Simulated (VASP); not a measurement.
```xyz
4
Lattice="3.1835 0.0000 0.0000 -1.5917 2.7570 0.0000 0.0000 0.0000 6.8077" Properties=species:S:1:pos:R:3 pbc="T T T"
Sc     3.1835     0.0000     6.8077
Sc     3.1835     0.0000     3.4039
B      0.0000     1.8380     1.7019
B      1.5917     0.9190     5.1058
```

Calculation: PBEsol GGA, VASP's PBE PAW potentials (set 64) (plane waves; VASP). Numerical set-up: 520 eV cut-off, 12×12×5 Γ-centred mesh, tetrahedra with Blöchl corrections, potentials Sc_sv B.

Task: What does the run give for the energy per atom (σ→0), band gap (on the k-mesh) with the smallest direct gap where there is one?

Result: 
| Quantity | Result |
|---|---|
| band gap (on the k-mesh) | none (metal, semimetal or under 0.01 eV) |
| energy per atom (σ→0) | -6.488 eV/atom |

Only differences to runs with the same potentials and settings are physical.

The structure was generated: ScB was put into the NiAs type type (P6_3/mmc), which need not be its known phase. It was relaxed first, which changed the volume by -25 %.
